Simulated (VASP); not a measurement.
Zn3SbP: single point with PBE

The system is Zn3SbP.

```
P Sb Zn
1.0
     5.88000    0.00000    0.00000
     0.00000    5.88000    0.00000
     0.00000    0.00000    5.88000
P Sb Zn
1 1 3
Direct
  0.00000 0.00000 0.00000
  0.50000 0.50000 0.50000
  0.50000 0.50000 0.00000
  0.50000 0.00000 0.50000
  0.00000 0.50000 0.50000
```

The cell comes from a database or a generator and needn't be the stable form of this composition.

```json
{
  "Program": "VASP 6.6.1",
  "Task": "single point",
  "Functional": "PBE",
  "Potentials or basis": "VASP PAW PBE potentials, release 64 (P, Sb, Zn)",
  "Cutoff": "520 eV",
  "k mesh": "4 × 4 × 4",
  "Occupations": "gaussian, width 0.05 eV",
  "Spin": "no spin polarisation"
}
```

* Pressure: -4.9 GPa
* Band gap on the k mesh: none (metal or under the smearing width)

Levels at points of the mesh, in eV from the Fermi level:
```csv
k point,band 19,band 20,band 21,band 22,band 23,band 24,band 25,band 26,band 27,band 28
"(0.00, 0.00, 0.00)",-2.37,-2.37,-1.87,-1.87,-1.57,0.07,0.07,0.07,4.19,4.19
"(0.50, 0.00, 0.00)",-2.17,-2.17,-2.07,-1.79,-0.07,-0.07,0.67,2.55,3.03,3.37
"(0.50, 0.50, 0.00)",-4.02,-2.01,-1.72,-0.04,-0.04,0.10,1.17,2.70,2.70,2.74
"(0.50, 0.50, 0.50)",-3.83,-3.83,-0.74,-0.74,-0.74,2.65,2.65,2.65,2.79,2.79
```

It took 85 s on 1 thread of Intel(R) Xeon(R) Platinum 8488C (Sapphire Rapids) (shared host), peak memory 0.34 GiB.

The run has no spin-orbit coupling, so splittings on Sb are missing.
